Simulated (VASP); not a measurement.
All values below come from LDA (Ceperley-Alder, Perdew-Zunger), VASP's LDA PAW potentials (set 64) (plane waves; VASP).

A VASP calculation is set up with these files.

File POSCAR:
```
SrVO3
1.0
  3.7813018727   0.0000000000   0.0000000000
  0.0000000000   3.7813018727   0.0000000000
  0.0000000000   0.0000000000   3.7813018727
Sr V O
1 1 3
Cart
  0.0000000000   0.0000000000   0.0000000000
  1.8906509363   1.8906509363   1.8906509363
  1.8906509363   0.0000000000   1.8906509363
  0.0000000000   1.8906509363   1.8906509363
  1.8906509363   1.8906509363   0.0000000000
```

File KPOINTS:
```
kpoints
0
G
 8 8 8
```

INCAR:
```
# general
SYSTEM  = SrVO3
PREC    = Accurate
ENCUT   = 620   # plane-wave cut-off (eV)
LREAL   = .FALSE.   # projection in real space or not
LASPH   = .TRUE.

# electronic loop
EDIFF   = 1E-6   # SCF stop (eV)
NELM    = 100
ALGO    = Normal
LMAXMIX = 4   # l cut-off of mixed one-centre charges

# smearing
ISMEAR  = 1
SIGMA   = 0.1   # width (eV)

# ions
IBRION  = 2   # conjugate gradients
NSW     = 40   # most ionic steps
ISIF    = 3
EDIFFG  = -0.02

# output
LWAVE   = .FALSE.
LCHARG  = .FALSE.
```

POTCAR, in this order: Sr_sv V_sv O (LDA.64 set). Program: vasp_std.

Question: Predict the energy per atom (σ→0), volume per atom, band gap (on the k-mesh).

Answer: 
- energy per atom (σ→0): -8.738 eV/atom
- band gap (on the k-mesh): none (metal, semimetal or under 0.01 eV)
- volume per atom: 10.80 Å^3/atom

File OSZICAR:
```
...
DAV:   1    -0.436914121830E+02   -0.10022E-02   -0.23038E-02  1744   0.163E+00    0.370E-01
DAV:   2    -0.436906834121E+02    0.72877E-03   -0.37235E-03  1784   0.650E-01    0.995E-02
DAV:   3    -0.436905674272E+02    0.11598E-03   -0.12677E-03  1864   0.288E-01    0.857E-02
DAV:   4    -0.436905118739E+02    0.55553E-04   -0.24052E-04  2168   0.159E-01    0.297E-02
DAV:   5    -0.436905094794E+02    0.23945E-05   -0.25484E-05  2456   0.334E-02    0.265E-02
DAV:   6    -0.436905107827E+02   -0.13033E-05   -0.13266E-05  2040   0.220E-02    0.114E-02
DAV:   7    -0.436905100659E+02    0.71679E-06   -0.56860E-06  1760   0.144E-02
   3 F= -.43690510E+02 E0= -.43689699E+02  d E =-.984219E-04
```

The compound is SrVO3 in the cubic perovskite structure. This run relaxes it. Symmetry was kept, so distortions that lower it aren't found. The run is not spin-polarised, so no magnetic state was tried. The electron count is odd and the run is not spin-polarised, which forces a metal.
